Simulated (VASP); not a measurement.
Here is the system:

```yaml
crystal:
  lattice:
    - [2.71760, 0.00000, 0.00000]
    - [0.00000, 2.71760, 0.00000]
    - [0.00000, 0.00000, 2.71760]
  atoms:
    - { symbol: Rh, position: [0.00000, 0.00000, 0.00000] }
    - { symbol: O, position: [0.50000, 0.50000, 0.50000] }
```

All values below come from PBEsol GGA, VASP's PBE PAW potentials (set 64) (plane waves; VASP). Settings: 520 eV cut-off, 15×15×15 Γ-centred mesh, tetrahedra with Blöchl corrections, potentials Rh_pv O.

Q: Tabulate the total density of states (states/eV per cell) against energy (eV; zero at the valence-band maximum or, without a gap, the Fermi level).

A: 
(E (eV), DOS (states/eV)): (-9.98, 0.00); (-9.74, 0.00); (-9.50, 0.00); (-9.26, 0.00); (-9.02, 0.00); (-8.90, 0.00); (-8.66, 0.07); (-8.42, 0.21); (-8.18, 0.31); (-7.94, 0.69); (-7.70, 1.01); (-7.46, 1.50); (-7.22, 2.03); (-6.98, 2.15); (-6.74, 1.38); (-6.62, 1.27); (-6.38, 1.22); (-6.14, 1.45); (-5.90, 1.37); (-5.66, 1.33); (-5.42, 1.33); (-5.18, 1.29); (-4.94, 1.31); (-4.70, 1.53); (-4.46, 2.28); (-4.34, 2.07); (-4.10, 1.32); (-3.86, 1.45); (-3.62, 1.66); (-3.38, 1.52); (-3.14, 0.89); (-2.90, 0.70); (-2.66, 0.60); (-2.42, 0.54); (-2.18, 0.65); (-2.06, 0.89); (-1.82, 2.24); (-1.58, 2.39); (-1.34, 3.50); (-1.10, 2.30); (-0.86, 2.22); (-0.62, 2.32); (-0.38, 2.42); (-0.14, 2.54); (0.10, 2.56); (0.22, 2.60); (0.46, 3.29); (0.70, 2.81); (0.94, 1.77); (1.18, 0.81); (1.42, 0.21); (1.66, 0.03); (1.90, 0.04); (2.14, 0.04); (2.38, 0.05); (2.50, 0.06); (2.74, 0.07); (2.98, 0.08); (3.22, 0.09); (3.46, 0.10)
Within 2 eV below the Fermi level the largest weight inside VASP's projection spheres is Rh d.

The structure was generated: RhO was put into the CsCl type type (Pm-3m), which need not be its known phase. It was relaxed first. The electron count is odd and the run is not spin-polarised, which forces a metal.
